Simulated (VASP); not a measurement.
Co2PdO4 in VASP: convergence with SIGMA

Input of the first run (SIGMA 0.3 eV); the others differ in this setting and in those tied to it:

The input INCAR:

```
  PREC = Accurate
  ENCUT = 500
  EDIFF = 1E-6
  ISMEAR = -1
  SIGMA = 0.3
  LREAL = F
  LASPH = T
  NELM = 120
  ALGO = Fast
  ISIF = 2
  LWAVE = F
  LCHARG = F
  ISPIN = 2
  MAGMOM = 0 0 0 0 2 2 0
  LORBIT = 11
  LMAXMIX = 4
```

KPOINTS

```
regular mesh
0
Gamma
  11 11 1
```

File POSCAR:

```
Co2PdO4
1.0
    2.8449990154      0.0000000000      0.0000000000
   -1.4224995077      2.4638414211      0.0000000000
    0.0000000000      0.0000000000     22.9095160000
O Co Pd
4 2 1
Direct
    0.0000000000      0.0000000000      0.3273748778
    0.6666666667      0.3333333333      0.4124712194
    0.6666666667      0.3333333333      0.5875287806
    0.3333333333      0.6666666667      0.6726251222
    0.3333333333      0.6666666667      0.3699230486
    0.0000000000      0.0000000000      0.6300769514
    0.6666666667      0.3333333333      0.5000000000
```

Potentials or basis: VASP PAW LDA potentials, release 64 (O, Co, Pd).

The run is started by

```console
$ cat potpaw_LDA.64/O/POTCAR potpaw_LDA.64/Co/POTCAR potpaw_LDA.64/Pd/POTCAR > POTCAR
$ mpirun -np 1 vasp_std > vasp.out
```

Hardware: 1 thread of AMD EPYC 7R43 64-Core Processor (Zen 3), with other jobs on the host.

| SIGMA | energy less the tightest run, at zero smearing (meV/atom) | largest force (eV/Å) | largest site moment (μB) | SCF cycles | CPU time (s) | peak memory (GiB) |
| --- | --- | --- | --- | --- | --- | --- |
| 0.3 eV | -8.20 | 1.852 | 0.00 | 31 | 630 | 0.29 |
| 0.2 eV | -5.37 | 1.935 | 0.00 | 30 | 590 | 0.29 |
| 0.15 eV | -2.14 | 1.981 | 0.00 | 29 | 620 | 0.29 |
| 0.1 eV | 0.24 | 2.029 | 0.22 | 32 | 790 | 0.29 |
| 0.05 eV | -0.11 | 2.073 | 0.38 | 29 | 510 | 0.28 |
| 0.02 eV | -0.03 | 2.091 | 0.40 | 30 | 740 | 0.28 |
| 0.01 eV | 0.00 | 2.092 | 0.40 | 31 | 800 | 0.3 |

Against the tightest run, the energy stays within 1 meV/atom from 0.1 eV on; the largest force stays within 0.005 eV/Å from 0.02 eV on; the largest site moment stays within 0.02 μB from 0.05 eV on. Narrower smearing needs a denser k mesh, so at a fixed mesh the narrowest width isn't the most accurate. The tightest run that finished is the yardstick and may itself not be fully converged.
